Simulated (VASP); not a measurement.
All values below come from PBE GGA, VASP's PBE PAW potentials (set 64) (plane waves; VASP).

VASP ran on this input.

### KPOINTS
```
Regular mesh
0
gamma
6 6 6
```

### POSCAR
```
CeO2
11.8478660
  0.1291371796   0.0745573929   0.5000000000
 -0.1291371796   0.0745573929   0.5000000000
  0.0000000000  -0.1491147857   0.5000000000
Ce O
1 2
Cart
  0.0000000000   0.0000000000   0.0000000000
  0.0000000000  -0.0000000000   1.1284500000
  0.0000000000  -0.0000000000   0.8715000000
```

**INCAR**
```
SYSTEM = CeO2
PREC = Accurate
ENCUT = 400
EDIFF = 1E-6
NELM = 100
ALGO = Normal
LREAL = .FALSE.
LASPH = .TRUE.
ISMEAR = 0
SIGMA = 0.1
GGA = PE
LMAXMIX = 6
LWAVE = .FALSE.
LCHARG = .FALSE.
ISIF = 2
ISPIN = 2
MAGMOM = 1.0 0.0 0.0
LORBIT = 11
```

POTCAR, in this order: Ce O (PBE.64 set). Program: vasp_std.

The moments were started parallel, and other spin orders were not tried in this run.

Task: Predict the energy per atom (σ→0), cell moment, largest force.

Result: 
```
Quantity                        Value
---------------------  --------------
energy per atom (σ→0)  -7.278 eV/atom
cell moment                   0.00 μB
largest force              3.525 eV/Å
```

File OSZICAR:
```
...
DAV:  20    -0.218346929676E+02   -0.42063E-03   -0.61902E-03  3666   0.703E-01    0.213E-01
DAV:  21    -0.218342600715E+02    0.43290E-03   -0.22743E-03  3572   0.428E-01    0.401E-02
DAV:  22    -0.218342478857E+02    0.12186E-04   -0.74269E-05  3426   0.699E-02    0.191E-02
DAV:  23    -0.218342558170E+02   -0.79313E-05   -0.24911E-04  3657   0.141E-01    0.429E-02
DAV:  24    -0.218342452928E+02    0.10524E-04   -0.19295E-04  3589   0.125E-01    0.123E-02
DAV:  25    -0.218342436974E+02    0.15954E-05   -0.35947E-05  3468   0.542E-02    0.111E-02
DAV:  26    -0.218342433858E+02    0.31160E-06   -0.74149E-06  3001   0.255E-02
   1 F= -.21834243E+02 E0= -.21834226E+02  d E =-.342225E-04  mag=    -0.0000
```

The structure was generated: CeO2 was put into an ordered model structure, which need not be its known phase. The cell was not relaxed at this level.
